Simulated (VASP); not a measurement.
Data:

```xyz
2
Lattice="0.0000 3.0432 3.0432 3.0432 0.0000 3.0432 3.0432 3.0432 0.0000" Properties=species:S:1:pos:R:3 pbc="T T T"
Sb     0.0000     0.0000     0.0000
In     3.0432     3.0432     3.0432
```

All values below come from r2SCAN meta-GGA, VASP's PBE PAW potentials (set 64) (plane waves; VASP). Settings: 400 eV cut-off, 12×12×12 Γ-centred mesh, tetrahedra with Blöchl corrections, potentials Sb In_d.

Unless said otherwise, spin-orbit coupling is left out, though it shifts the bands of the heavy elements here.

Q: Tabulate the total density of states (states/eV per cell) against energy (eV; zero at the valence-band maximum or, without a gap, the Fermi level).

A: 
```csv
E (eV),DOS (states/eV)
-9.98,0.66
-9.86,0.73
-9.62,1.02
-9.50,1.19
-9.26,1.18
-9.14,1.18
-8.90,1.35
-8.78,1.50
-8.66,0.18
-8.42,0.00
-8.30,0.00
-8.06,0.00
-7.94,0.00
-7.82,0.00
-7.58,0.00
-7.46,0.00
-7.22,0.00
-7.10,0.00
-6.86,0.00
-6.74,0.00
-6.62,0.11
-6.38,0.36
-6.26,0.48
-6.02,0.67
-5.90,0.80
-5.78,1.05
-5.54,1.12
-5.42,1.06
-5.18,0.83
-5.06,0.78
-4.82,0.75
-4.70,0.71
-4.58,0.67
-4.34,0.38
-4.22,0.45
-3.98,0.58
-3.86,0.61
-3.74,0.79
-3.50,0.72
-3.38,0.72
-3.14,0.78
-3.02,0.83
-2.78,0.87
-2.66,0.91
-2.54,1.03
-2.30,1.23
-2.18,1.31
-1.94,1.28
-1.82,1.23
-1.70,1.21
-1.46,1.21
-1.34,1.21
-1.10,1.18
-0.98,1.18
-0.74,1.15
-0.62,1.15
-0.50,1.17
-0.26,1.16
-0.14,1.23
0.10,1.28
0.22,1.11
0.34,0.81
0.58,0.46
0.70,0.47
0.94,0.54
1.06,0.58
1.30,0.71
1.42,0.83
1.54,0.97
1.78,1.26
1.90,0.98
2.14,0.50
2.26,0.50
2.38,0.54
2.62,0.37
2.74,0.21
2.98,0.44
3.10,0.58
3.34,1.08
3.46,1.15
```
Within 2 eV below the Fermi level the largest weight inside VASP's projection spheres is Sb p, then In p.

The structure was generated: InSb was put into the rocksalt type (Fm-3m), which need not be its known phase. It was relaxed first, which changed the volume by +10 %.
